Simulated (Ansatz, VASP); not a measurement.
# Two plane-wave programs on LiCuSn2

File INCAR:

```
  PREC = Accurate
  ENCUT = 600
  EDIFF = 1E-6
  ISMEAR = 0
  SIGMA = 0.1
  LREAL = F
  LASPH = T
  NELM = 100
  ALGO = Normal
  ISIF = 3
  LWAVE = F
  LCHARG = F
  GGA = PE
  IBRION = 2
  NSW = 100
  EDIFFG = -0.005
```

File KPOINTS:

```
Automatic mesh
0
Gamma
  12 12 8
```

File POSCAR:

```
LiCuSn2
1.0
    4.2457493766      0.0000000000      0.0000000000
   -2.1228746883      3.6769268182      0.0000000000
    0.0000000000      0.0000000000      5.4887119635
Li Cu Sn
1 1 2
Direct
    0.0000000000      0.0000000000      0.5000000000
    0.0000000000      0.0000000000      0.0000000000
    0.3333333333      0.6666666667      0.1984195012
    0.6666666667      0.3333333333      0.8015804988
```

Input for Ansatz:

```yaml
crystal:
  lattice:
    - [4.2457493778, 0.0, 0.0]
    - [-2.1228746889, 3.6769268193, 0.0]
    - [0.0, 0.0, 5.4887119417]
  atoms:
    - { symbol: Li, position: [0.0, 0.0, 0.5] }
    - { symbol: Cu, position: [0.0, 0.0, 0.0] }
    - { symbol: Sn, position: [0.3333333333, 0.6666666667, 0.1984195015] }
    - { symbol: Sn, position: [0.6666666667, 0.3333333333, 0.8015804985] }
basis:
  ecutwfc: 420
kpoints:
  mp_grid: { grid: [12, 12, 8] }
hamiltonian:
  xc: pbe
scf:
  occupations: { method: gaussian, width: 0.1 }
output:
  forces: true
  stress: true
  eigenvalues: true
relax:
  adjacent_minimum: "off"
  f_tol: 0.005
  max_steps: 80
  cell: { stress_tol: 0.05 }
```

The cell comes from a database or a generator and needn't be the stable form of this composition.

Alike in both runs: task relaxation of cell and atoms; functional PBE; k mesh 12 × 12 × 8; occupations gaussian, width 0.1 eV; no spin polarisation.

|  | VASP | Ansatz |
| --- | --- | --- |
| version | VASP 6.6.1 | Ansatz 0.2.0 |
| potentials or method | VASP PAW PBE potentials, release 64 (Li_sv, Cu, Sn_d) | scalar-relativistic, plane waves, PAW |
| plane-wave cutoff (eV) | 600 | 420 |
| valence electrons in the cell | 42 | 50 |

Ansatz gave:

```
gap on the k mesh at the Fermi level, each at its own relaxed structure (eV) : none
relaxed volume (Å³/atom)                                                     : 21.42
relaxed cell length with the largest relative difference (Å)                 : 4.246
```

Question: What did VASP give for the same quantities?

Answer: gap on the k mesh at the Fermi level, each at its own relaxed structure (eV): none; relaxed volume (Å³/atom): 21.45; relaxed cell length with the largest relative difference (Å): 4.248.

A gap of «none» marks a metal or a gap that the smearing closes. The two sets of potentials don't hold the same shells in valence.

Caveats: the cutoff is under 1.25 times the usual one of these potentials, so pressure, stress and relaxed cells hold a basis-set (Pulay) error (VASP).
